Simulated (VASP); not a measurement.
Crystal: MgTi2N2.

```xyz
5
Lattice="3.4543 0.0000 0.0000 0.0000 3.4543 0.0000 0.0000 0.0000 6.2701" Properties=species:S:1:pos:R:3 pbc="T T T"
Mg    1.7271    1.7271    2.3097
Ti    1.7271    1.7271    4.8935
Ti    0.0000    0.0000    5.3471
N     1.7271    0.0000    0.5174
N     0.0000    1.7271    0.5174
```

The cell was built by a generator and needn't be a form met in nature.

- Program: VASP 6.6.1
- Task: relaxation of cell and atoms
- Functional: PBE
- Potentials or basis: VASP PAW PBE potentials, release 64 (Mg, Ti_sv, N)
- Cutoff: 520 eV
- k mesh: 4 × 4 × 3
- Occupations: gaussian, width 0.15 eV
- Spin: no spin polarisation

At the start: pressure -5.2 GPa; volume 14.96 Å³/atom.

**Question.** Where does the relaxation end?

**Answer.** Over 23 steps the energy falls by 1353.7 meV/atom and the volume is 16.99 Å³/atom (+13.5 %); space group P4mm (No. 99, to 0.05 Å).

Step by step:
```
step  energy change (eV)  largest force (eV/Å)  pressure (GPa)  volume (Å³)
   1              0.0000                4.0817           -5.22        74.82
   2             -3.1110                4.3726            6.01        69.28
   3             17.0688               56.8444          149.29        49.45
   4              0.2873                8.3487            1.39        67.44
   5             -3.3051                6.5714           30.25        58.94
   6             -2.7755                1.9823           45.76        56.36
   7             -3.2370                5.4971           34.71        58.09
   8             -3.8664                3.6096           33.98        60.45
   9             -3.8854                2.6129           33.77        60.11
  10             -4.8684                1.9496           19.62        64.69
  11             -5.9210                1.7814           -3.19        76.22
  12             -5.9616                1.8745           -4.94        78.40
  13             -5.9657                1.9645           -7.43        80.73
  14             -6.3680                1.4689           -4.60        80.87
  15             -6.6182                0.8169            0.28        80.93
  16             -6.6340                0.6108            2.17        80.92
  17             -6.6731                0.5828            1.24        82.00
  18             -6.7342                0.4509           -1.91        85.31
  19             -6.7615                0.1162           -0.12        84.75
  20             -6.7642                0.0527            0.32        84.58
  21             -6.7613                0.1604            1.49        84.23
  22             -6.7644                0.0643            0.75        84.50
  23             -6.7684                0.0479           -0.16        84.95
```

Final structure:
```
CELL_PARAMETERS angstrom
3.92378 0.00000 0.00000
0.00000 3.92378 0.00000
0.00000 0.00000 5.51767
ATOMIC_POSITIONS crystal
Mg 0.50000 0.50000 0.35063
Ti 0.50000 0.50000 0.86567
Ti 0.00000 0.00000 0.95533
N 0.50000 0.00000 0.99750
N 0.00000 0.50000 0.99750
```

Caveat: the k mesh is coarse (spacing up to 0.45 Å⁻¹), so the values aren't converged.
